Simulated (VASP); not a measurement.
Given:

```xyz
1
Lattice="0.0000 2.7570 2.7570 2.7570 0.0000 2.7570 2.7570 2.7570 0.0000" Properties=species:S:1:pos:R:3 pbc="T T T"
Ca     0.0000     0.0000     0.0000
```

The numbers are results of PW91 GGA, VASP's PBE PAW potentials (set 64) (plane waves; VASP), not measurements. Numerical set-up: 520 eV cut-off, 13×13×13 Γ-centred mesh, tetrahedra with Blöchl corrections, potentials Ca_sv.

**Question.** Estimate the energy per atom (σ→0), band gap (on the k-mesh) with the smallest direct gap where there is one.

**Answer.** 
```yaml
band gap (on the k-mesh): none (metal, semimetal or under 0.01 eV)
energy per atom (σ→0): -1.930 eV/atom
```

The compound is Ca in the fcc structure. It was relaxed first.
